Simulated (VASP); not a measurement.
An input for Quantum ESPRESSO's pw.x (written as the equivalent of a VASP run, and not itself run):

```
&CONTROL
  calculation = 'scf'
  pseudo_dir = './pseudo'
  outdir = './out'
  tprnfor = .true.
  tstress = .true.
/
&SYSTEM
  ibrav = 0
  nat = 2
  ntyp = 2
  ecutwfc = 82
  occupations = 'smearing'
  smearing = 'gaussian'
  degauss = 0.00735
  input_dft = 'pz'
/
&ELECTRONS
  conv_thr = 7.3e-08
  electron_maxstep = 100
/
ATOMIC_SPECIES
  Ta 180.948 Ta.upf
  C 12.011 C.upf
CELL_PARAMETERS angstrom
     0.0000000    2.2300000    2.2300000
     2.2300000    0.0000000    2.2300000
     2.2300000    2.2300000    0.0000000
ATOMIC_POSITIONS crystal
  Ta   0.0000000  0.0000000  0.0000000
  C    0.5000000  0.5000000  0.5000000
K_POINTS automatic
  17 17 17 0 0 0
```

Question: Translate this input to VASP (INCAR, KPOINTS, POSCAR, choice of POTCAR).

Answer: This is not unique; one that fits is 
File POSCAR:
```
TaC
2.230
  0.0000000000   1.0000000000   1.0000000000
  1.0000000000   0.0000000000   1.0000000000
  1.0000000000   1.0000000000   0.0000000000
Ta C
1 1
Cart
  0.0000000000   0.0000000000   0.0000000000
  1.0000000000   1.0000000000   1.0000000000
```

**INCAR**
```
SYSTEM = TaC
PREC = Accurate
ENCUT = 400
EDIFF = 1E-6
NELM = 100
ALGO = Normal
LREAL = .FALSE.
LASPH = .TRUE.
ISMEAR = 0
SIGMA = 0.1
LMAXMIX = 6
LWAVE = .FALSE.
LCHARG = .FALSE.
ISIF = 2
```

File KPOINTS:
```
Automatic mesh
0
Gamma
17 17 17
0 0 0
```

POTCAR, in this order: Ta_pv C (LDA.64 set). Program: vasp_std.

Limits of the translation: the potentials are each code's own (VASP's PAW set, PseudoDojo norm-conserving files in pw.x), so ENCUT and ecutwfc are chosen apart and not converted; conv_thr bounds pw.x's estimated SCF error, while EDIFF bounds the energy change between steps.

The structure is a typed TaC crystal (Fm-3m). The cell was not relaxed at this level.
